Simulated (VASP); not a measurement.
Input:

```
CELL_PARAMETERS angstrom
      4.12578     0.00000     0.00000
      0.00000     4.12578     0.00000
      0.00000     0.00000     4.12578
ATOMIC_POSITIONS crystal
  Sc 0.00000 0.00000 0.00000
  Al 0.00000 0.50000 0.50000
  Al 0.50000 0.00000 0.50000
  Al 0.50000 0.50000 0.00000
```

Calculation: revPBE GGA, VASP's PBE PAW potentials (set 64) (plane waves; VASP). Run with 520 eV cut-off, Gaussian smearing of 0.050 eV, potentials Sc_sv Al.

Question: Give the energies of bands 5 to 13 at the high-symmetry points, in eV from the Fermi level.

Answer: 
```tsv
band	Γ	X	M	R
5	-9.85	-8.02	-6.61	-4.70
6	-2.53	-7.19	-5.55	-4.70
7	-2.53	-1.64	-5.55	-4.70
8	-1.77	-1.64	-4.26	-4.35
9	-1.77	-1.38	-0.47	-2.91
10	-1.77	0.81	-0.47	-2.91
11	1.29	0.99	1.22	-2.91
12	1.34	0.99	1.39	0.94
13	1.34	1.38	2.09	2.61
```

It has no gap at this level: it comes out as a metal or semimetal.

The compound is Al3Sc in the L1_2 structure. It was relaxed first.
